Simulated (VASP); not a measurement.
# Tl$_{2}$MoO$_{4}$ (space group P-3m1): computed properties

The numbers are results of r2SCAN meta-GGA, VASP's PBE PAW potentials (set 64) (plane waves; VASP 6.6.1), not measurements.

```json
{
  "space_group": "P-3m1 (164)",
  "cell": "a = 6.182 Å, b = 6.182 Å, c = 8.321 Å, α = 90.00°, β = 90.00°, γ = 120.00°",
  "volume_per_atom": "19.67 Å³/atom",
  "band gap (over mesh and band path)": "3.40 eV",
  "smallest direct gap (over mesh and band path)": "3.55 eV",
  "band_edge_character": "indirect, Γ to L",
  "density": "6.86 g/cm³"
}
```

MoTl$_{2}$O$_{4}$ has the trigonal space group P-3m1 (No. 164), Pearson symbol hP14. Lattice parameters: a = b = 6.182 Å, c = 8.321 Å, α = β = 90.00°, γ = 120.00°. Tl1 on 2d is coordinated by 1 O at 2.410 Å. Tl2 on 1b has 6 O at 2.778 Å. Tl3 on 1a has no neighbour by this rule. Mo on 2d is surrounded by 4 O at 1.772–1.779 Å (tetrahedral). O1 on 6i sees 1 Mo at 1.772 Å and 1 Tl at 2.778 Å (no clear gap to further neighbours). O2 on 2d is surrounded by 1 Mo at 1.779 Å and 1 Tl at 2.410 Å (linear). (Neighbours: up to the widest gap in distance over summed covalent radii, below 1.35, at either atom; cation-cation and far metal-metal contacts left out.)

Unless said otherwise, spin-orbit coupling is left out, though it shifts the bands of the heavy elements here.

The structure comes from a computed database's Tl2MoO4 entry (P-3m1); how it stands against other phases isn't given here. It was relaxed first. Symmetry was kept, so distortions that lower it aren't found.
